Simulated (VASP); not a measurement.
Level of theory: PBE GGA, VASP's PBE PAW potentials (set 64) (plane waves; VASP).

VASP ran on this input.

POSCAR:
```
In
1
   -1.6250000000     1.6250000000     2.4750000000
    1.6250000000    -1.6250000000     2.4750000000
    1.6250000000     1.6250000000    -2.4750000000
In
1
Direct
  0.0000000000   0.0000000000   0.0000000000
```

**KPOINTS**
```
Automatic mesh
0
Gamma
14 14 14
0 0 0
```

INCAR:
```
SYSTEM = In
PREC = Accurate
ENCUT = 520
EDIFF = 1E-6
NELM = 100
ALGO = Normal
LREAL = .FALSE.
LASPH = .TRUE.
ISMEAR = 1
SIGMA = 0.1
GGA = PE
LMAXMIX = 4
LWAVE = .FALSE.
LCHARG = .FALSE.
IBRION = 2
ISIF = 3
NSW = 60
EDIFFG = -0.01
```

POTCAR, in this order: In_d (PBE.64 set). Program: vasp_std.

The run wrote:

### OSZICAR
```
       N       E                     dE             d eps       ncg     rms          rms(c)
DAV:   1     0.709338994696E+02    0.70934E+02   -0.65909E+03  4932   0.164E+03
DAV:   2     0.141834378526E+00   -0.70792E+02   -0.69829E+02  4978   0.290E+02
DAV:   3    -0.251888556760E+01   -0.26607E+01   -0.26534E+01  5606   0.646E+01
DAV:   4    -0.257913377544E+01   -0.60248E-01   -0.60232E-01  6302   0.985E+00
DAV:   5    -0.258144895916E+01   -0.23152E-02   -0.23151E-02  5884   0.155E+00    0.230E+00
DAV:   6    -0.255842977167E+01    0.23019E-01   -0.44634E-02  5606   0.469E+00    0.114E+00
DAV:   7    -0.255393816050E+01    0.44916E-02   -0.14203E-02  5720   0.246E+00    0.258E-01
DAV:   8    -0.255365832713E+01    0.27983E-03   -0.81751E-04  6060   0.569E-01    0.326E-02
DAV:   9    -0.255366391358E+01   -0.55864E-05   -0.13477E-05  6534   0.558E-02    0.140E-02
DAV:  10    -0.255366472303E+01   -0.80945E-06   -0.11895E-06  3834   0.149E-02
   1 F= -.25536647E+01 E0= -.25536699E+01  d E =-.255366E+01
       N       E                     dE             d eps       ncg     rms          rms(c)
DAV:   1    -0.286118908464E+01   -0.30753E+00   -0.81818E+00  5480   0.699E+01    0.314E+00
DAV:   2    -0.260209051313E+01    0.25910E+00   -0.54895E-01  5444   0.171E+01    0.121E+00
DAV:   3    -0.256267327388E+01    0.39417E-01   -0.14445E-01  6364   0.849E+00    0.380E-01
DAV:   4    -0.256157108953E+01    0.11022E-02   -0.23883E-03  5302   0.623E-01    0.229E-01
DAV:   5    -0.256086140852E+01    0.70968E-03   -0.10225E-03  5136   0.254E-01    0.641E-02
DAV:   6    -0.256087249983E+01   -0.11091E-04   -0.12475E-04  5470   0.929E-02    0.140E-02
DAV:   7    -0.256087236225E+01    0.13759E-06   -0.34577E-06  5388   0.198E-02
   2 F= -.25608724E+01 E0= -.25608200E+01  d E =-.720764E-02
       N       E                     dE             d eps       ncg     rms          rms(c)
DAV:   1    -0.256127186685E+01   -0.39937E-03   -0.98568E-03  5508   0.230E+00    0.118E-01
DAV:   2    -0.256094054025E+01    0.33133E-03   -0.74262E-04  5460   0.634E-01    0.414E-02
DAV:   3    -0.256089333600E+01    0.47204E-04   -0.15952E-04  6336   0.284E-01    0.185E-02
DAV:   4    -0.256089059458E+01    0.27414E-05   -0.27379E-06  5040   0.186E-02    0.109E-02
DAV:   5    -0.256088835520E+01    0.22394E-05   -0.11938E-06  5006   0.787E-03    0.301E-03
DAV:   6    -0.256088785031E+01    0.50488E-06   -0.16296E-07  2570   0.352E-03
   3 F= -.25608879E+01 E0= -.25608331E+01  d E =-.722313E-02
       N       E                     dE             d eps       ncg     rms          rms(c)
DAV:   1    -0.256109727547E+01   -0.20892E-03   -0.63809E-03  5512   0.889E-01    0.711E-02
DAV:   2    -0.256099043643E+01    0.10684E-03   -0.15414E-04  6988   0.291E-01    0.460E-02
DAV:   3    -0.256092623906E+01    0.64197E-04   -0.66868E-05  6218   0.257E-01    0.924E-03
DAV:   4    -0.256092722829E+01   -0.98923E-06   -0.96798E-06  5342   0.328E-02
   4 F= -.25609272E+01 E0= -.25608685E+01  d E =-.393780E-04
       N       E                     dE             d eps       ncg     rms          rms(c)
DAV:   1    -0.256253936025E+01   -0.16131E-02   -0.57461E-02  5504   0.267E+00    0.213E-01
DAV:   2    -0.256157227307E+01    0.96709E-03   -0.13794E-03  6956   0.857E-01    0.137E-01
DAV:   3    -0.256098980351E+01    0.58247E-03   -0.60557E-04  6094   0.762E-01    0.280E-02
DAV:   4    -0.256099820736E+01   -0.84039E-05   -0.88792E-05  5456   0.993E-02    0.359E-02
DAV:   5    -0.256099839884E+01   -0.19148E-06   -0.23588E-06  4392   0.204E-02
   5 F= -.25609984E+01 E0= -.25609250E+01  d E =-.110549E-03
       N       E                     dE             d eps       ncg     rms          rms(c)
DAV:   1    -0.256713770094E+01   -0.61395E-02   -0.22968E-01  5528   0.534E+00    0.427E-01
DAV:   2    -0.256324029418E+01    0.38974E-02   -0.54845E-03  6940   0.163E+00    0.277E-01
DAV:   3    -0.256090514266E+01    0.23352E-02   -0.24721E-03  6098   0.149E+00    0.556E-02
DAV:   4    -0.256093713137E+01   -0.31989E-04   -0.34705E-04  5434   0.198E-01    0.711E-02
DAV:   5    -0.256093780762E+01   -0.67625E-06   -0.10826E-05  6646   0.448E-02    0.299E-02
DAV:   6    -0.256093783076E+01   -0.23138E-07   -0.30253E-07  2626   0.146E-02
   6 F= -.25609378E+01 E0= -.25608916E+01  d E =-.499804E-04
       N       E                     dE             d eps       ncg     rms          rms(c)
DAV:   1    -0.256387099967E+01   -0.29332E-02   -0.10703E-01  5534   0.369E+00    0.291E-01
DAV:   2    -0.256207210530E+01    0.17989E-02   -0.25239E-03  7052   0.115E+00    0.188E-01
DAV:   3    -0.256099349389E+01    0.10786E-02   -0.11229E-03  6202   0.104E+00    0.373E-02
DAV:   4    -0.256100738839E+01   -0.13895E-04   -0.16476E-04  5512   0.137E-01    0.481E-02
DAV:   5    -0.256100731570E+01    0.72693E-07   -0.53209E-06  5782   0.333E-02
   7 F= -.25610073E+01 E0= -.25609325E+01  d E =-.119465E-03
       N       E                     dE             d eps       ncg     rms          rms(c)
DAV:   1    -0.256110709242E+01   -0.99704E-04   -0.36898E-03  5538   0.682E-01    0.546E-02
DAV:   2    -0.256104450515E+01    0.62587E-04   -0.86814E-05  7014   0.221E-01    0.353E-02
DAV:   3    -0.256100667928E+01    0.37826E-04   -0.39125E-05  6170   0.195E-01    0.694E-03
DAV:   4    -0.256100709364E+01   -0.41436E-06   -0.57211E-06  5100   0.254E-02
   8 F= -.25610071E+01 E0= -.25609316E+01  d E =-.119243E-03
```

File OUTCAR:
```
------------------------ aborting loop because EDIFF is reached ----------------------------------------
  FORCE on cell =-STRESS in cart. coord.  units (eV):
  Direction    XX          YY          ZZ          XY          YZ          ZX
  --------------------------------------------------------------------------------------
  Total        0.0043855      0.0043855      0.0084611      0.0000000      0.0000000      0.0000000
  in kB        0.2568443      0.2568443      0.4955310      0.0000000      0.0000000      0.0000000
  external PRESSURE =       0.3364065 kB  Pullay stress =       0.0000000 kB
  volume of cell :       27.36
      direct lattice vectors                 reciprocal lattice vectors
    -1.642730071  1.642730071  2.534383379     0.000000000  0.304371369  0.197286647
     1.642730071 -1.642730071  2.534383379     0.304371369  0.000000000  0.197286647
     1.642730071  1.642730071 -2.534383379     0.304371369  0.304371369  0.000000000
 POSITION                                       TOTAL-FORCE (eV/Angst)
 -----------------------------------------------------------------------------------
      0.00000      0.00000      0.00000         0.000000      0.000000      0.000000
 -----------------------------------------------------------------------------------
    total drift:                               -0.000000     -0.000000     -0.000000
  FREE ENERGIE OF THE ION-ELECTRON SYSTEM (eV)
  ---------------------------------------------------
  free  energy   TOTEN  =        -2.5610070936 eV

  energy  without entropy=       -2.5607805474  energy(sigma->0) =       -2.56093158

 reached required accuracy - stopping structural energy minimisation
```
(Selected blocks of OUTCAR.)

### CONTCAR
```
In
   1.00000000000000
    -1.6427300707800860    1.6427300707800860    2.5343833791175165
     1.6427300707800860   -1.6427300707800860    2.5343833791175165
     1.6427300707800860    1.6427300707800860   -2.5343833791175165
  In
     1
Direct
     0.0000000000000000    0.0000000000000000    0.0000000000000000
```

Energy and stress use the plane-wave basis of the starting cell.

The compound is In in the bct structure. This run relaxes it. Symmetry was kept, so distortions that lower it aren't found.
